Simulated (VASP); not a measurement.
```
ZnS
1.0
    3.84386     0.00000     0.00000
   -1.92193     3.32888     0.00000
    0.00000     0.00000     6.30162
Zn S
2 2
Direct
  0.33333   0.66667   0.00021
  0.66667   0.33333   0.50021
  0.33333   0.66667   0.37479
  0.66667   0.33333   0.87479
```

Calculation: modified Becke-Johnson potential (mBJ), VASP's PBE PAW potentials (set 64) (plane waves; VASP 6.6.1). Settings: 400 eV cut-off, 6×6×4 Γ-centred mesh, Gaussian smearing of 0.050 eV, potentials Zn S.

mBJ is a potential without an energy functional, so only the levels count.

### Question
Predict the band gap (over mesh and band path) with the smallest direct gap where there is one.

### Answer

```json
{
  "band gap (over mesh and band path)": "3.69 eV",
  "smallest direct gap (over mesh and band path)": "3.69 eV"
}
```

Total energies compare only between runs with the same potentials, cut-off and functional.

The structure comes from a computed database's ZnS entry (P6_3mc); how it stands against other phases isn't given here. It was relaxed first. The cell's shape comes from a PBE relaxation.
